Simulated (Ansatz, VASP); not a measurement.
# Two plane-wave programs on SnC3

INCAR

```
SYSTEM = SnC3
ALGO     = Normal         ! electronic algorithm
EDIFF    = 1E-7           ! SCF threshold, eV
ENCUT    = 520            ! plane-wave cutoff, eV
GGA      = PE             ! functional
ISIF     = 2              ! what is computed and relaxed
ISMEAR   = 0              ! smearing method
LASPH    = .True.         ! aspherical terms in the spheres
LCHARG   = .False.        ! write CHGCAR
LREAL    = .False.        ! projectors in reciprocal space
LWAVE    = .False.        ! write WAVECAR
NBANDS   = 36             ! bands
NELM     = 100            ! most SCF steps
PREC     = Accurate       ! precision mode
SIGMA    = 0.1            ! smearing width, eV
```

Contents of KPOINTS:

```
k-points
0
Gamma
  3 3 6
  0 0 0
```

Contents of POSCAR:

```
SnC3
1.0
    6.3068455800      0.0000000000      0.0000000000
   -3.1534227900      5.4618884900      0.0000000000
    0.0000000000      0.0000000000      2.8742434300
Sn C
2 6
Direct
    0.3333333300      0.6666666700      0.0000000000
    0.6666666700      0.3333333300      0.0000000000
    0.8099998000      0.1900002000      0.5000000000
    0.8099998000      0.6199996000      0.5000000000
    0.3800004000      0.1900002000      0.5000000000
    0.1900002000      0.8099998000      0.5000000000
    0.1900002000      0.3800004000      0.5000000000
    0.6199996000      0.8099998000      0.5000000000
```

Input for Ansatz:

```yaml
crystal:
  lattice:
    - [6.30684558, 0.0, 0.0]
    - [-3.15342279, 5.46188849, 0.0]
    - [0.0, 0.0, 2.87424343]
  atoms:
    - { symbol: Sn, position: [0.33333333, 0.66666667, 0.0] }
    - { symbol: Sn, position: [0.66666667, 0.33333333, 0.0] }
    - { symbol: C, position: [0.8099998, 0.1900002, 0.5] }
    - { symbol: C, position: [0.8099998, 0.6199996, 0.5] }
    - { symbol: C, position: [0.3800004, 0.1900002, 0.5] }
    - { symbol: C, position: [0.1900002, 0.8099998, 0.5] }
    - { symbol: C, position: [0.1900002, 0.3800004, 0.5] }
    - { symbol: C, position: [0.6199996, 0.8099998, 0.5] }
basis:
  ecutwfc: 420
kpoints:
  mp_grid: { grid: [3, 3, 6] }
hamiltonian:
  xc: pbe
scf:
  occupations: { method: gaussian, width: 0.1 }
  lower_state_search: "off"
output:
  forces: true
  stress: true
  eigenvalues: true
```

Alike in both runs: task single point; functional PBE; k mesh 3 × 3 × 6; occupations gaussian, width 0.1 eV; no spin polarisation.

|  | VASP | Ansatz |
| --- | --- | --- |
| version | VASP 6.6.1 | Ansatz 0.2.0 |
| potentials or method | VASP PAW PBE potentials, release 64 (Sn_d, C) | scalar-relativistic, plane waves, PAW |
| plane-wave cutoff (eV) | 520 | 420 |
| valence electrons in the cell | 52 | 52 |

```tsv
	VASP	Ansatz	Ansatz less VASP
gap on the k mesh at the Fermi level (eV)	none	none	-
pressure (GPa)	8.6	8.6	+0.05
largest component of the traceless stress (GPa)	43.03	43.06	+0.027
rms of the force components (eV/Å)	2.799	2.803	+0.0033
```

Atom by atom the forces differ by 0.003 eV/Å (rms over components). A gap of «none» marks a metal or a gap that the smearing closes.

Caveats: the k mesh is coarse (spacing up to 0.38 Å⁻¹), so the values aren't converged; forces of over 1 eV/Å show positions far from the minimum, so gaps and moduli don't describe the material at rest.
